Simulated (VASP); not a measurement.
KBr (rock salt):

```
CELL_PARAMETERS angstrom
      0.00000     3.30000     3.30000
      3.30000     0.00000     3.30000
      3.30000     3.30000     0.00000
ATOMIC_POSITIONS crystal
  K  0.00000 0.00000 0.00000
  Br 0.50000 0.50000 0.50000
```

The lowest empty band near Γ, direction [111], from PBE with spin-orbit coupling in VASP (PAW); its two spin partners are averaged. The gap over the points computed is 4.27 eV, and the next band on that side lies 3.17 eV away at the edge.

Numerical set-up: 400 eV cut-off, 8×8×8 Γ-centred mesh, Gaussian smearing of 0.050 eV, potentials K_sv Br.

```
distance from the edge in k (1/Å)  distance in energy (meV)
---------------------------------  ------------------------
0.018                                                   3.2
0.025                                                   6.2
0.035                                                  12.2
0.050                                                  24.9
0.070                                                  48.7
```

Fit E(1 + αE) = ħ²k²/2m* (ħ²/2m0 = 3.810 eV Å²) and predict the row at 0.095 1/Å.

The rows don't resolve α, so a parabola serves: the electron mass is m* = 0.383 m0, and so 89.7 meV. The run gave 89.0 meV, -0.7 meV from the fit.

Left out are points under 3 meV from the edge, since the levels carry 0.1 meV, and points farther than half the way to the next band.

The compound is KBr in the rock salt structure. The cell was not relaxed at this level.
